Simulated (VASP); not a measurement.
Data:

```
AgF
1.0
    0.00000     2.33250     2.33250
    2.33250     0.00000     2.33250
    2.33250     2.33250     0.00000
Ag F
1 1
Direct
  0.00000   0.00000   0.00000
  0.25000   0.25000   0.25000
```

Level of theory: PBEsol GGA, VASP's PBE PAW potentials (set 64) (plane waves; VASP 6.6.1). Run with 520 eV cut-off, 9×9×9 Γ-centred mesh, Gaussian smearing of 0.050 eV, potentials Ag F.

Energy and stress use the plane-wave basis of the starting cell.

The ions, cell shape and volume are relaxed. Predict the relaxed structure.

```
AgF
1.0
    0.00000     2.60239     2.60239
    2.60239     0.00000     2.60239
    2.60239     2.60239     0.00000
Ag F
1 1
Cartesian
  0.00000   0.00000   0.00000
  1.30120   1.30120   1.30120
```
Space group F-43m (216), at a tolerance of 0.03 Å.

How do energy and volume change from the first to the last step?

The energy (σ→0) changes by -614.8 meV/atom and the volume by +38.9 %, in 5 ionic steps.

```tsv
step	E(σ→0) (eV)	max force (eV/Å)	pressure (GPa)	volume (Å³)
1	-5.3726	0.000	52.31	25.38
2	-6.1476	0.000	-15.32	43.84
3	-6.6020	0.000	0.28	35.18
4	-6.6020	0.000	-0.29	35.40
5	-6.6021	0.000	0.07	35.25
```

The structure was generated: AgF was put into the zinc blende type (F-43m), which need not be its known phase. This run relaxes it. Symmetry was kept, so distortions that lower it aren't found.
